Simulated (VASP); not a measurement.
Method: PBE GGA, VASP's PBE PAW potentials (set 64) (plane waves; VASP 6.6.1).

A VASP calculation is set up with these files.

File POSCAR:
```
WC
1.0
  2.9165900000   0.0000000000   0.0000000000
 -1.4582950000   2.5258410000   0.0000000000
  0.0000000000   0.0000000000   2.8394400000
W C
1 1
Cartesian
 -0.0097166196  -0.0118083067   0.0131835199
  1.4680130779   0.8537544647   1.4065364801
```

**INCAR**
```
# general
SYSTEM  = WC
PREC    = Accurate
ENCUT   = 400
LREAL   = .False.
LASPH   = .True.

# electronic loop
EDIFF   = 1E-6
NELM    = 100
ALGO    = Normal
LMAXMIX = 6

# smearing
ISMEAR  = -1
SIGMA   = 0.025

# functional
GGA     = PE

# ions
ISIF    = 2

# output
LWAVE   = .False.
LCHARG  = .False.
```

### KPOINTS
```
K-points
0
G
 10 10 9
```

POTCAR, in this order: W_sv C (PBE.64 set). Program: vasp_std.

At this cut-off the stress carries a Pulay error, which pulls relaxed volumes low. Unless said otherwise, spin-orbit coupling is left out, though it shifts the bands of the heavy elements here.

Problem. What does the run give for the energy per atom (σ→0), pressure, largest force, band gap (on the k-mesh)?

Solution. 
```
Item                                                         Value
------------------------  ----------------------------------------
energy per atom (σ→0)                              -11.222 eV/atom
band gap (on the k-mesh)  none (metal, semimetal or under 0.01 eV)
pressure                                                  2.80 GPa
largest force                                           0.603 eV/Å
```

### OSZICAR
```
...
DAV:   7    -0.224720356643E+02    0.68626E-01   -0.40443E-01 12127   0.571E+00    0.608E+00
DAV:   8    -0.224461331499E+02    0.25903E-01   -0.70288E-02 13187   0.250E+00    0.854E-01
DAV:   9    -0.224450761716E+02    0.10570E-02   -0.37320E-03 12657   0.475E-01    0.143E-01
DAV:  10    -0.224450266666E+02    0.49505E-04   -0.26574E-04 13872   0.220E-01    0.759E-02
DAV:  11    -0.224450231482E+02    0.35184E-05   -0.26280E-05 12787   0.457E-02    0.962E-03
DAV:  12    -0.224450218326E+02    0.13156E-05   -0.51420E-06 12542   0.216E-02    0.393E-03
DAV:  13    -0.224450218428E+02   -0.10255E-07   -0.10717E-07  5996   0.342E-03
   1 F= -.22445022E+02 E0= -.22444695E+02  d E =-.653607E-03
```

The structure comes from a computed database's WC entry; how it stands against other phases isn't given here. The cell was not relaxed at this level, atoms are displaced from their ideal sites. The run is one of a series of settings (SIGMA = 0.025 against the base run), some of them coarse on purpose.
